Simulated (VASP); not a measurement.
Data:

```yaml
crystal:
  lattice:
    - [0.00000, 1.79256, 1.79256]
    - [1.79256, 0.00000, 1.79256]
    - [1.79256, 1.79256, 0.00000]
  atoms:
    - { symbol: Ni, position: [0.00000, 0.00000, 0.00000], spin: 0.6 }
```

Method: PBE GGA, VASP's PBE PAW potentials (set 64) (plane waves; VASP). Numerical set-up: 520 eV cut-off, 18×18×18 Γ-centred mesh, first-order Methfessel-Paxton smearing of 0.10 eV, potentials Ni.

### Question
Give the stress tensor in GPa (positive for a compressed cell).

### Answer

```
-9.86   0.00   0.00
 0.00  -9.86   0.00
 0.00   0.00  -9.86
```
The pressure is its mean diagonal, -9.86 GPa.

The compound is Ni in the fcc structure. This cell is one point of a volume scan, at 1.06 of the reference volume.
